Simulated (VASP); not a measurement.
Data:

```xyz
4
Lattice="3.8880 0.0000 0.0000 -1.9440 3.3671 0.0000 0.0000 0.0000 6.8056" Properties=species:S:1:pos:R:3 pbc="T T T"
La     0.0000     0.0000     0.0000
La     0.0000     0.0000     3.4028
B      0.0000     2.2448     1.7014
B      1.9440     1.1224     5.1042
```

Method: PBE GGA, VASP's PBE PAW potentials (set 64) (plane waves; VASP). Numerical set-up: 520 eV cut-off, Gaussian smearing of 0.050 eV, potentials La B.

Q: Estimate the band gap (along the path) with the smallest direct gap where there is one.

A: 
```
Item                                                          Value
-------------------------  ----------------------------------------
band gap (along the path)  none (metal, semimetal or under 0.01 eV)
```

The absolute energy has meaning only against runs of the same code, potentials and settings.

The structure was generated: LaB was put into the NiAs type type (P6_3/mmc), which need not be its known phase. It was relaxed first, which changed the volume by -26 %.
